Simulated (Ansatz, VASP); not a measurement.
**Cross-check of Os (Osmium) between VASP and Ansatz**

Aim: how closely do two programs agree when they are given the same cell, functional and k mesh? The cell is taken from a series of runs on this material, whose earlier steps may have relaxed, scaled, displaced or heated it; both programs get it as it stands.

Main program and level: Ansatz 0.2.0; plane waves, with VASP 6.6.1 beside it; zone-centre phonons at PBEsol.

### 1. The structure

The structure is hexagonal, space group P6_3/mmc (No. 194). The conventional cell has a = 2.722 Å, b = 2.722 Å, c = 4.354 Å, α = 90.00°, β = 90.00°, γ = 120.00°. Os has 12 Os at 2.69 to 2.72 Å nearest.

Coordinates:

```cif
data_structure
_symmetry_space_group_name_H-M 'P 1'
_symmetry_Int_Tables_number 1
_cell_length_a 2.7218
_cell_length_b 2.7218
_cell_length_c 4.3543
_cell_angle_alpha 90.000
_cell_angle_beta 90.000
_cell_angle_gamma 120.000
_cell_volume 27.94
loop_
_atom_site_label
_atom_site_type_symbol
_atom_site_fract_x
_atom_site_fract_y
_atom_site_fract_z
_atom_site_occupancy
Os1 Os 0.33333 0.66667 0.25000 1
Os2 Os 0.66667 0.33333 0.75000 1
```

### 2. Ansatz: zone-centre phonons, PBEsol

Ansatz runs on its PAW soft_1 files.

Second derivatives magnify differences that forces hide, and they need a tight electronic threshold.

The input, input.yaml:

```yaml
crystal:
  lattice:
    - [2.7218324455, 0.0, 0.0]
    - [-1.3609162228, 2.3571760426, 0.0]
    - [0.0, 0.0, 4.3542788934]
  atoms:
    - { symbol: Os, position: [0.3333333336, 0.6666666664, 0.25] }
    - { symbol: Os, position: [0.6666666664, 0.3333333336, 0.75] }
kpoints:
  mp_grid: { grid: [18, 18, 12] }
hamiltonian:
  xc: pbesol
  pseudopotentials: { kind: paw, azcp: { folder: soft_1 }, xc_functional: pbe }
scf:
  occupations: { method: methfessel_paxton, width: 0.2 }
output:
  eigenvalues: true
phonons:
  method: dfpt
```

Run with:

```bash
$ ansatz run input.yaml --threads 4 --pin off --max-ram 10240MiB --backend cpu --events-out ev --progress --plain --runs-dir out
```

Numbers of over 12 decimals in the logs are rounded to 6 here.

Log:

```text
zone centre: on kpoints.mp_grid the ground state, and the responses unless they are solved on pairs of k-points, stand on 637 of the mesh's 3888 k-points, reduced under 4 symmetry operations, with k and −k counted as one. Each operation leaves every solved displacement unchanged or reverses it
Engine: ansatz 0.2.0, aarch64-unknown-linux-gnu
Pseudopotentials: kind: paw
Pseudopotential: Os, paw, valence charge 16, recommended cutoff 420 eV (normal), soft_1/Os.paw.azcp
Functional definition: PBEsol
  exchange = pbesol_x
  correlation = pbesol_c
Crystal: 2 atoms, lattice volume = 27.936 Å³
Basis set: ecut = 420 eV, 549 PW (Γ), exchange–correlation on 40×40×60 points (8 copies of the dense FFT grid, shifted against one another)
Bands: 20, of which v1, the nominal top of the filled ones, is band 16 counted from 1 (15 counted from 0)
Symmetry: 24 space group operations
k-points: 637 of 3888 (irreducible under 4 space group operations, time reversal used)
Non-local potential: Os, projectors of the file, l = 0: 3, l = 1: 2, l = 2: 2, l = 3: 1
PAW form: soft (Blöchl's): semilocal exchange-correlation on the pseudo side does not see the compensation charge
PAW frozen core: Os, regenerated for the run's functional, and the local potential with it (the file was generated under x = pbe(κ = 0.804, μ = 0.219515), c = pbe(β = 0.066725))
PAW one-centre angular grid: Os, 590 points (default); XC on 64 Gauss nodes
Initial density: superposition of atomic densities (chi_scale 0.1, normalization cell)
Initial wavefunctions: pseudopotential atomic-orbital guess
Functional: x = pbesol(κ = 0.804, μ = 0.123457), c = pbesol(β = 0.046)
SCF iter   1: F=—  HF=-22505.012765 eV  |F-HF|=—  |Δ(HF+E_count)|=         —  Δρ=6.33e-2  dr2=9.60e-1  ethr=3.10e-3  ⟨swp⟩=5.0  Hψ=115458  notcnv=0  defer=46
automatic band count: the SCF goes on with 24 bands, as 20 were too few: they end inside the smearing window of the response
preconditioner: auto → none  [metal: Δε(μ)=0.017 eV  Ē_g=12.107 eV  σ=0.200 eV  W_gap=0.07  n_scr=8 (ndim 8)  ℏωp=28.1 eV  f_vac=0.000  D(μ)=1.19/eV (n_scr^D=8)  sad-step TF]
SCF iter   2: F=—  HF=-22504.766293 eV  |F-HF|=—  |Δ(HF+E_count)|=   2.46e-1  S|Δr|=    0.00e0  Δρ=3.75e-2  dr2=3.27e-1  ethr=3.00e-3  ⟨swp⟩=2.0  Hψ=23099  notcnv=0  defer=718
SCF iter   3: F=—  HF=-22504.650327 eV  |F-HF|=—  |Δ(HF+E_count)|=   1.16e-1  S|Δr|=    0.00e0  Δρ=1.69e-3  dr2=3.54e-4  ethr=1.02e-3  ⟨swp⟩=2.0  Hψ=21761  notcnv=0  defer=718
SCF iter   4: F=—  HF=-22504.650013 eV  |F-HF|=—  |Δ(HF+E_count)|=   3.15e-4  S|Δr|=    0.00e0  Δρ=2.08e-4  dr2=4.52e-6  ethr=1.11e-6  ⟨swp⟩=2.2  Hψ=24157  notcnv=0  defer=954
SCF iter   5: F=—  HF=-22504.650012 eV  |F-HF|=—  |Δ(HF+E_count)|=   5.11e-7  S|Δr|=    0.00e0  Δρ=4.66e-5  dr2=4.44e-7  ethr=1.41e-8  ⟨swp⟩=2.0  Hψ=23859  notcnv=0  defer=954
SCF iter   6: F=—  HF=-22504.650019 eV  |F-HF|=—  |Δ(HF+E_count)|=   6.59e-6  S|Δr|=    0.00e0  Δρ=1.16e-5  dr2=2.91e-8  ethr=1.39e-9  ⟨swp⟩=2.7  Hψ=23130  notcnv=0  defer=1060
SCF iter   7: F=—  HF=-22504.650019 eV  |F-HF|=—  |Δ(HF+E_count)|=   1.09e-8  S|Δr|=    0.00e0  Δρ=2.03e-6  dr2=7.56e-10  ethr=9.11e-11  ⟨swp⟩=2.9  Hψ=22961  notcnv=0  defer=1060
SCF iter   8: F=-22504.650019 eV  HF=-22504.650019 eV  |F-HF|=7.28e-12  |Δ(HF+E_count)|=  1.89e-10  S|Δr|=    0.00e0  Δρ=1.11e-7  dr2=2.54e-12  ethr=1.00e-12  ⟨swp⟩=8.8  Hψ=85503  notcnv=0
SCF 1 converged in 8 iterations: F = -22504.650019 eV  dr2 = 2.54e-12
  greatest PAW one-centre occupation: 1.000 electrons in one spin orbital (limit 2), on the Os atom at site 1 (counted from 0), in its partial waves of l = 0
DFPT response loops at Γ: preconditioner auto → Kerker (q_TF=auto, 2.791 Å⁻¹) (partly filled bands, converged f_vac=0.000); β = 1.00, the filter's whole step (`scf.mixing.beta` (0.50) is not read by the response loops under this deck's `scf.mixing.preconditioner`; to damp them name `kerker` or `kerker_dos`, under which they read `scf.mixing.beta`, and type it under 1.00, their step now; both keys bind the ground state too); Broyden in place of MSR1
SCF converged after 8 iterations
Stability not checked: this state was not tested for a lower state beside it, because cold or Methfessel-Paxton smearing, or corrected tetrahedra, fill the levels in a way that the test cannot read (fill_not_monotonic; see scf.lower_state_search)
Free energy (F): -22504.650019 eV
Harris-Foulkes:  -22504.650019 eV  (|F-HF|=7.28e-12)
Internal energy: -22504.650600 eV  (E = F + TS)
E sigma→0 (E₀):  -22504.650164 eV
Entropy (-TS):   0.000581 eV (0.291 meV/atom)
Fermi energy:    25.879555 eV
--- Per-component energies (eV) ---
  E_band       = -134.269134
  E_kinetic    = 984.513035
  E_local      = -1823.739988  (includes V_loc(G=0)·N_el)
  E_nonlocal   = 398.136795
  E_hartree    = 651.642681
  E_xc         = -465.594743
  E_vxc        = -492.504073  (∫ρ·V_xc dr)
  E_paw        = -17829.601572  (= ΣΔE_a)
  E_vpaw       = -503.961206  (= ΣTr[D̂ρ^β])
  E_aug_tail   = 0.000870  (compensation charges beyond the density's cutoff)
  E_ewald      = -4420.503672
  E_core_change = 0.495995  (= ΣΔE_core)
  E_smearing   = 0.000581  (= −TS)
  E_closure    = 0.000000  (closes the sum)
  Σ components = -22504.650019   (vs F -22504.650019, Δ=0.00e0)
--- Band table (eV; the first three rows and the last of 637) ---
  k-point 0: bands = [... 12 lower, 22.9215, 23.6389, 23.6389, 24.4321, 24.4321, 25.7361, 27.5926, 27.5926, ... 4 higher]
  k-point 1: bands = [... 12 lower, 22.8730, 23.5849, 23.5849, 24.5576, 24.5576, 25.4493, 27.6019, 27.6019, ... 4 higher]
  k-point 2: bands = [... 12 lower, 22.7372, 23.4385, 23.4385, 24.7336, 24.8836, 24.8836, 27.6090, 27.6090, ... 4 higher]
  k-point 636: bands = [... 12 lower, 22.4393, 22.4393, 24.2390, 24.2390, 28.1832, 28.1832, 30.7873, 30.7873, ... 4 higher]
--- Phonons (Γ-DFPT): 2 representative perturbations + reference, on 637 of 3888 k-points (Σ response iterations 4) ---
  k mesh reduced under 4 symmetry operations, with k and −k counted as one. Each operation leaves every solved displacement unchanged or reverses it
  ASR residual: 7.774e-5 → 0.000e0 eV/Å²; symmetrization residual: 7.873e-10 eV/Å²
  ASR residual per site (eV/Å²): 7.77e-5 7.77e-5
  Γ frequencies (cm⁻¹): 0.00 0.00 0.00 161.61 161.61 212.90
  non-analytic LO–TO correction: not included (Born effective charges unavailable; polar crystals: no LO–TO splitting at Γ)
```

### 3. VASP: zone-centre phonons, PBEsol

The same cell, functional, mesh and smearing now go to VASP, with its own data sets.

Lines of VASP's logs that name or quote its potential files are left out, and so is its time.

The input, INCAR:

```
SYSTEM = Os
PREC = Accurate
ENCUT = 600
EDIFF = 1E-08
NELM = 120
ISMEAR = 1
SIGMA = 0.2
LREAL = .FALSE.
ALGO = Normal
GGA = PS
NBANDS = 14
LASPH = .TRUE.
LORBIT = 11
LWAVE = .FALSE.
LCHARG = .FALSE.
ISIF = 2
IBRION = 8
GGA_COMPAT = .FALSE.
KPAR = 2
```

The input, POSCAR:

```
Os
1.0
    2.7218324455      0.0000000000      0.0000000000
   -1.3609162228      2.3571760426      0.0000000000
    0.0000000000      0.0000000000      4.3542788934
Os
2
Direct
    0.3333333336      0.6666666664      0.2500000000
    0.6666666664      0.3333333336      0.7500000000
```

The input, KPOINTS:

```
Automatic mesh
0
Gamma
18 18 12
0 0 0
```

Potentials, in the order of the species: Os (PBE family, release 64).

Run with:

```bash
$ mpirun -np 2 vasp_std
```

Log:

```text
[banner, memory and clock lines left out]
running    2 mpi-ranks, on    1 nodes
 distrk:  each k-point on    1 cores,    2 groups
 distr:  one band on    1 cores,    1 groups

 POSCAR found type information on POSCAR Os
 POSCAR found :  1 types and       2 ions
|                                                                             |
|               ----> ADVICE to this user running VASP <----                  |
|                                                                             |
|     You enforced a specific xc type in the INCAR file but a different       |
|     [... a line on the potential file left out ...]
|     I HOPE YOU KNOW WHAT YOU ARE DOING!                                     |
|                                                                             |

 LDA part: xc-table for (Slater+PW92), standard interpolation
 POSCAR, INCAR and KPOINTS ok, starting setup
 FFT: planning ... GRIDC
 FFT: planning ... GRID_SOFT
 FFT: planning ... GRID
 WAVECAR not read
 entering main loop
       N       E                     dE             d eps       ncg     rms          rms(c)
DAV:   1     0.114530886021E+03    0.11453E+03   -0.81563E+03  7252   0.123E+03
DAV:   2    -0.196271993256E+02   -0.13416E+03   -0.11791E+03  7366   0.366E+02
DAV:   3    -0.259573055124E+02   -0.63301E+01   -0.59666E+01  9546   0.691E+01
DAV:   4    -0.260308921370E+02   -0.73587E-01   -0.73314E-01  7834   0.771E+00
DAV:   5    -0.260313271095E+02   -0.43497E-03   -0.43491E-03  9554   0.534E-01    0.242E+01
DAV:   6    -0.248324837936E+02    0.11988E+01   -0.11225E+00  8998   0.932E+00    0.108E+01
DAV:   7    -0.244893759495E+02    0.34311E+00   -0.73249E-01  9190   0.743E+00    0.531E-01
DAV:   8    -0.244829783870E+02    0.63976E-02   -0.70058E-03  7372   0.658E-01    0.335E-01
DAV:   9    -0.244799954001E+02    0.29830E-02   -0.16741E-03  8626   0.454E-01    0.548E-02
DAV:  10    -0.244800196539E+02   -0.24254E-04   -0.66727E-05  9166   0.768E-02    0.104E-02
DAV:  11    -0.244799952608E+02    0.24393E-04   -0.56035E-06  8044   0.259E-02    0.129E-03
DAV:  12    -0.244799947408E+02    0.51997E-06   -0.12520E-07  9132   0.352E-03    0.860E-04
DAV:  13    -0.244799946071E+02    0.13371E-06   -0.26720E-09  5516   0.457E-04    0.270E-04
DAV:  14    -0.244799945734E+02    0.33676E-07   -0.43595E-10  4262   0.175E-04    0.937E-05
DAV:  15    -0.244799945587E+02    0.14710E-07   -0.12994E-10  3998   0.146E-04    0.909E-05
DAV:  16    -0.244799945539E+02    0.48620E-08   -0.16335E-11  3986   0.445E-05
   1 F= -.24479995E+02 E0= -.24480203E+02  d E =0.624757E-03
 Linear response reoptimize wavefunctions to high precision
DAV:   1    -0.244799945551E+02   -0.12615E-08   -0.24823E-12  4154   0.209E-05
DAV:   2    -0.244799945551E+02    0.22510E-10   -0.50259E-13  3920   0.805E-06
 Linear response DOF=           2
 Linear response progress:
  Degree of freedom:   1/  2
       N       E                     dE             d eps       ncg     rms          rms(c)
RMM:   1    -0.192159140410E+00   -0.19216E+00   -0.11029E-01 53823   0.253E+00
RMM:   2    -0.188896595300E+00    0.32625E-02   -0.16071E-03 42341   0.530E-01    0.148E-01
RMM:   3    -0.187652762100E+00    0.12438E-02   -0.51539E-04 49933   0.160E-01    0.843E-02
RMM:   4    -0.186891342582E+00    0.76142E-03   -0.79635E-04 50475   0.189E-01    0.106E-02
RMM:   5    -0.186947552599E+00   -0.56210E-04   -0.19331E-05 51464   0.308E-02    0.511E-03
RMM:   6    -0.186921858364E+00    0.25694E-04   -0.19443E-06 51748   0.953E-03    0.151E-03
RMM:   7    -0.186917152147E+00    0.47062E-05   -0.10135E-07 53072   0.213E-03    0.876E-04
RMM:   8    -0.186913370690E+00    0.37815E-05   -0.97603E-08 51677   0.141E-03    0.965E-05
RMM:   9    -0.186912885492E+00    0.48520E-06   -0.54255E-09 53600   0.221E-04    0.276E-05
RMM:  10    -0.186912819634E+00    0.65858E-07    0.25735E-08 53500   0.428E-05    0.532E-06
RMM:  11    -0.186912778083E+00    0.41552E-07    0.12335E-08 53255   0.127E-05    0.167E-06
RMM:  12    -0.186912793412E+00   -0.15330E-07    0.23187E-09 47569   0.687E-06    0.338E-07
RMM:  13    -0.186912795167E+00   -0.17548E-08    0.11556E-09 23667   0.528E-06    0.178E-07
 first order change of Fermi-energy  -0.14360E-04
 force on displaced ion       1 direction 1 :  -9.126   0.001   0.000
 Linear response progress:
  Degree of freedom:   2/  2
       N       E                     dE             d eps       ncg     rms          rms(c)
RMM:   1    -0.246869832810E+00   -0.24687E+00   -0.13817E-01 18949   0.267E+00
RMM:   2    -0.238751573782E+00    0.81183E-02   -0.54645E-03 14201   0.749E-01    0.175E-01
RMM:   3    -0.238181101875E+00    0.57047E-03   -0.85722E-04 17650   0.166E-01    0.990E-02
RMM:   4    -0.238200777150E+00   -0.19675E-04   -0.34079E-04 17699   0.141E-01    0.134E-02
RMM:   5    -0.238262586440E+00   -0.61809E-04    0.28477E-05 18256   0.207E-02    0.759E-03
RMM:   6    -0.238270003386E+00   -0.74169E-05    0.56223E-06 17824   0.576E-03    0.393E-03
RMM:   7    -0.238281700465E+00   -0.11697E-04    0.36048E-06 17736   0.482E-03    0.432E-04
RMM:   8    -0.238279029151E+00    0.26713E-05   -0.70477E-07 18297   0.973E-04    0.163E-04
RMM:   9    -0.238277054869E+00    0.19743E-05   -0.30760E-08 18112   0.317E-04    0.613E-05
RMM:  10    -0.238276974160E+00    0.80709E-07    0.28978E-07 17075   0.165E-04    0.571E-06
RMM:  11    -0.238277004894E+00   -0.30734E-07   -0.39287E-08 18627   0.471E-05    0.436E-06
RMM:  12    -0.238277003385E+00    0.15093E-08   -0.16975E-08 17784   0.203E-05    0.782E-07
 first order change of Fermi-energy   0.10239E-03
 force on displaced ion       1 direction 3 :  -0.000  -0.000 -15.797
 Linear response finished
```

Parts of OUTCAR (step 3):

```text
ion  position               nearest neighbor table
   1  0.333  0.667  0.250-   2 2.69   2 2.69   2 2.69   2 2.69   2 2.69   2 2.69
   2  0.667  0.333  0.750-   1 2.69   1 2.69   1 2.69   1 2.69   1 2.69   1 2.69

  LATTYP: Found a hexagonal cell.
 ALAT       =     2.7218324455
 C/A-ratio  =     1.5997600810

 Subroutine GETGRP returns: Found 24 space group operations
 (whereof 12 operations were pure point group operations)

The static configuration has the point symmetry D_3d.
 The point group associated with its full space group is D_6h.

 Found    259 irreducible k-points:

   k-points           NKPTS =    259   k-points in BZ     NKDIM =    259   number of bands    NBANDS=     14

   dimension x,y,z NGX =    24 NGY =   24 NGZ =   36
   dimension x,y,z NGXF=    48 NGYF=   48 NGZF=   72

   ENCUT  =  600.0 eV  44.10 Ry    6.64 a.u.   5.44  5.44  8.70*2*pi/ulx,y,z

   NELECT =      16.0000    total number of electrons

 k-points in reciprocal lattice and weights: Automatic mesh
   0.00000000  0.00000000  0.00000000       0.000
   0.05555556 -0.00000000  0.00000000       0.002
   0.11111111 -0.00000000  0.00000000       0.002
   0.16666667 -0.00000000  0.00000000       0.002
   0.22222222  0.00000000  0.00000000       0.002
   0.27777778  0.00000000  0.00000000       0.002
   0.33333333  0.00000000  0.00000000       0.002
   0.38888889  0.00000000  0.00000000       0.002
   0.44444444  0.00000000  0.00000000       0.002
[...]
0.33333333  0.27777778  0.50000000       0.003
   0.33333333  0.33333333  0.50000000       0.001

 average (electrostatic) potential at core
       1 -43.0789       2 -43.0789

  Total        0.0922458      0.0922458     -1.2318435     -0.0000000     -0.0000000      0.0000000
  in kB        5.2903890      5.2903890    -70.6474455     -0.0000000     -0.0000000      0.0000000
  external PRESSURE =     -20.0222225 kB  Pullay stress =       0.0000000 kB

  energy-cutoff  :      600.00
  volume of cell :       27.94
      direct lattice vectors                 reciprocal lattice vectors
     2.721832446  0.000000000  0.000000000     0.367399544  0.212118226  0.000000000
    -1.360916223  2.357176043  0.000000000     0.000000000  0.424236452  0.000000000
     0.000000000  0.000000000  4.354278893     0.000000000  0.000000000  0.229659152

 POSITION                                       TOTAL-FORCE (eV/Angst)
 -----------------------------------------------------------------------------------
      0.00000      1.57145      1.08857         0.000000     -0.000000      0.000000
      1.36092      0.78573      3.26571        -0.000000      0.000000      0.000000
 -----------------------------------------------------------------------------------
    total drift:                                0.000000     -0.000000     -0.000000

 Eigenvectors and eigenvalues of the dynamical matrix
 ----------------------------------------------------

   1 f  =    6.371580 THz    40.033817 2PiTHz  212.533028 cm-1    26.350725 meV
             X         Y         Z           dx          dy          dz
      0.000000  1.571451  1.088570     0.000000    0.000000    0.707107
      1.360916  0.785725  3.265709     0.000000    0.000000   -0.707107

   2 f  =    4.842783 THz    30.428102 2PiTHz  161.537850 cm-1    20.028132 meV
             X         Y         Z           dx          dy          dz
      0.000000  1.571451  1.088570    -0.650085    0.278190   -0.000000
      1.360916  0.785725  3.265709     0.650085   -0.278190    0.000000

   3 f  =    4.842783 THz    30.428102 2PiTHz  161.537850 cm-1    20.028132 meV
             X         Y         Z           dx          dy          dz
      0.000000  1.571451  1.088570    -0.278190   -0.650085    0.000000
      1.360916  0.785725  3.265709     0.278190    0.650085    0.000000

   4 f  =    0.000000 THz     0.000001 2PiTHz    0.000003 cm-1     0.000000 meV
             X         Y         Z           dx          dy          dz
      0.000000  1.571451  1.088570    -0.072234    0.703408   -0.000000
      1.360916  0.785725  3.265709    -0.072234    0.703408    0.000000

   5 f  =    0.000000 THz     0.000000 2PiTHz    0.000001 cm-1     0.000000 meV
             X         Y         Z           dx          dy          dz
      0.000000  1.571451  1.088570    -0.703408   -0.072234    0.000000
      1.360916  0.785725  3.265709    -0.703408   -0.072234    0.000000

   6 f  =    0.000000 THz     0.000000 2PiTHz    0.000000 cm-1     0.000000 meV
             X         Y         Z           dx          dy          dz
      0.000000  1.571451  1.088570     0.000000    0.000000    0.707107
      1.360916  0.785725  3.265709     0.000000    0.000000    0.707107

 ELASTIC MODULI CONTR FROM IONIC RELAXATION (kBar)
 Direction    XX          YY          ZZ          XY          YZ          ZX
 --------------------------------------------------------------------------------
 XX         -39.1864     39.1864     -0.0000      0.0000      0.0000     -0.0000
 YY          39.1864    -39.1864      0.0000      0.0000      0.0000      0.0000
 ZZ          -0.0000      0.0000     -0.0000     -0.0000      0.0000     -0.0000
 XY           0.0000      0.0000     -0.0000    -39.1864      0.0000      0.0000
 YZ           0.0000      0.0000      0.0000      0.0000      0.0000      0.0000
 ZX          -0.0000      0.0000     -0.0000      0.0000      0.0000     -0.0000
 --------------------------------------------------------------------------------
```

### 4. Differences

Known differences besides the potentials themselves: the data sets hold 32 valence electrons in Ansatz (on its PAW soft_1 files) and 16 in VASP; the cutoff is 420 eV in Ansatz and 600 eV in VASP; Ansatz makes its cores anew for this functional, VASP keeps those of its PBE data sets. Total energies have different zeros and are not compared.

Both answers:

```tsv
quantity	Ansatz	VASP	difference
optical mode 1 to 2 (cm⁻¹)	161.6	161.5	+0.04 %
optical mode 3 (cm⁻¹)	212.9	212.5	+0.17 %
```

Modes are paired by rising frequency, not by their patterns, so a pair may set unlike modes beside each other; they are those without the splitting of longitudinal modes.

### 5. Summary of results

| Item | Value |
| --- | --- |
| r.m.s. difference of the optical zone-centre modes, each program's sorted by frequency (zone-centre phonons, PBEsol) | 0.22 cm⁻¹ |

**Reading.** The r.m.s. difference of the optical zone-centre modes, each program's sorted by frequency is 0.22 cm⁻¹ (zone-centre phonons, PBEsol). The data sets hold unlike numbers of valence electrons (32 in Ansatz and 16 in VASP), so part of the differences comes from the potentials. How closely two codes agree says nothing of how well the functional describes the real material.

[Lines on the potential files, build, host, timing and source positions are cut from VASP's logs without a mark.]

[Logs are printed without paths, hosts, clocks, repeated set-up lines and the standing remarks that a program may print on its own settings, such as how far it seeks lower states.]

[Hosts, paths, dates, database ids (printed as entryN), source tags and the programs' standing remarks are cut or masked in the printed files.]
